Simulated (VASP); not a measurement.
OSZICAR of a VASP run on PbO (litharge):

File OSZICAR:
```
       N       E                     dE             d eps       ncg     rms          rms(c)
DAV:   1     0.454537822324E+03    0.45454E+03   -0.20093E+04   864   0.196E+03
DAV:   2     0.368469273611E+02   -0.41769E+03   -0.41140E+03   920   0.502E+02
DAV:   3    -0.238573392838E+02   -0.60704E+02   -0.58786E+02  1144   0.197E+02
DAV:   4    -0.261308994924E+02   -0.22736E+01   -0.22723E+01   960   0.433E+01
DAV:   5    -0.262125161185E+02   -0.81617E-01   -0.81607E-01  1216   0.805E+00    0.124E+01
DAV:   6    -0.217047371984E+02    0.45078E+01   -0.37238E+01  1376   0.456E+01    0.564E+00
DAV:   7    -0.215005740473E+02    0.20416E+00   -0.35834E+00  1120   0.143E+01    0.257E+00
DAV:   8    -0.215088581174E+02   -0.82841E-02   -0.90631E-01  1216   0.683E+00    0.135E+00
DAV:   9    -0.214736674233E+02    0.35191E-01   -0.20301E-01  1360   0.378E+00    0.284E-01
DAV:  10    -0.214759572613E+02   -0.22898E-02   -0.19127E-02  1000   0.868E-01    0.784E-02
DAV:  11    -0.214759849022E+02   -0.27641E-04   -0.31097E-03  1480   0.439E-01    0.824E-02
DAV:  12    -0.214759136859E+02    0.71216E-04   -0.33167E-04  1248   0.205E-01    0.428E-02
DAV:  13    -0.214759005062E+02    0.13180E-04   -0.19658E-04  1368   0.108E-01    0.103E-02
DAV:  14    -0.214758985471E+02    0.19591E-05   -0.32140E-05  1296   0.602E-02    0.367E-03
DAV:  15    -0.214758979853E+02    0.56173E-06   -0.42389E-06   928   0.267E-02
   1 F= -.22046004E+02 E0= -.22046004E+02  d E =-.220460E+02
       N       E                     dE             d eps       ncg     rms          rms(c)
DAV:   1    -0.214814078761E+02   -0.55093E-02   -0.16886E-01  1184   0.560E+00    0.367E-01
DAV:   2    -0.214785117099E+02    0.28962E-02   -0.14384E-02  1304   0.132E+00    0.115E-01
DAV:   3    -0.214780417525E+02    0.46996E-03   -0.16452E-03  1200   0.739E-01    0.543E-02
DAV:   4    -0.214779729365E+02    0.68816E-04   -0.46272E-04  1320   0.285E-01    0.144E-02
DAV:   5    -0.214779675910E+02    0.53455E-05   -0.51415E-05  1312   0.888E-02    0.639E-03
DAV:   6    -0.214779658151E+02    0.17759E-05   -0.91989E-06  1200   0.493E-02    0.182E-03
DAV:   7    -0.214779656359E+02    0.17924E-06   -0.64870E-07   504   0.809E-03
   2 F= -.22046342E+02 E0= -.22046342E+02  d E =-.337987E-03
       N       E                     dE             d eps       ncg     rms          rms(c)
DAV:   1    -0.214823369678E+02   -0.43712E-02   -0.13441E-01  1200   0.499E+00    0.328E-01
DAV:   2    -0.214800291518E+02    0.23078E-02   -0.11546E-02  1280   0.118E+00    0.103E-01
DAV:   3    -0.214796546226E+02    0.37453E-03   -0.13167E-03  1224   0.659E-01    0.487E-02
DAV:   4    -0.214795985094E+02    0.56113E-04   -0.36813E-04  1304   0.256E-01    0.129E-02
DAV:   5    -0.214795937132E+02    0.47962E-05   -0.40926E-05  1328   0.789E-02    0.565E-03
DAV:   6    -0.214795922421E+02    0.14711E-05   -0.70442E-06  1072   0.440E-02    0.165E-03
DAV:   7    -0.214795920959E+02    0.14622E-06   -0.72488E-07   520   0.824E-03
   3 F= -.22046439E+02 E0= -.22046439E+02  d E =-.434628E-03
       N       E                     dE             d eps       ncg     rms          rms(c)
DAV:   1    -0.214790447007E+02    0.54754E-03   -0.20217E-01  1056   0.255E+00    0.645E-02
DAV:   2    -0.214796237190E+02   -0.57902E-03   -0.66602E-03  1352   0.878E-01    0.394E-02
DAV:   3    -0.214796041952E+02    0.19524E-04   -0.77599E-05  1240   0.112E-01    0.222E-02
DAV:   4    -0.214795943121E+02    0.98832E-05   -0.32705E-05  1336   0.660E-02    0.417E-03
DAV:   5    -0.214795945456E+02   -0.23353E-06   -0.29382E-06   848   0.232E-02
   4 F= -.22046520E+02 E0= -.22046520E+02  d E =-.809401E-04
       N       E                     dE             d eps       ncg     rms          rms(c)
DAV:   1    -0.214795830581E+02    0.11254E-04   -0.24004E-02  1064   0.884E-01    0.226E-02
DAV:   2    -0.214796536298E+02   -0.70572E-04   -0.81964E-04  1360   0.297E-01    0.136E-02
DAV:   3    -0.214796517765E+02    0.18532E-05   -0.95750E-06  1152   0.393E-02    0.773E-03
DAV:   4    -0.214796506320E+02    0.11445E-05   -0.35096E-06   800   0.242E-02    0.137E-03
DAV:   5    -0.214796505808E+02    0.51122E-07   -0.69813E-07   496   0.122E-02
   5 F= -.22046548E+02 E0= -.22046548E+02  d E =-.109291E-03
```

Question: Which electronic solver shows in the log?

Answer: It is blocked Davidson (ALGO = Normal, or the opening steps of other solvers). The INCAR had ALGO = Normal.

Question: Can the final energy be trusted as converged?

Answer: Self-consistency was reached. It stopped with EDIFF = 1E-6, NELM = 100, NSW = 60 and EDIFFG = -0.02 after 5 ionic steps (PBE GGA with D3 dispersion (zero damping), plane waves, VASP's PBE PAW potentials (set 64)).

The compound is PbO in the litharge structure. This run relaxes it. Symmetry was kept, so distortions that lower it aren't found. The start is the result of an earlier pass.
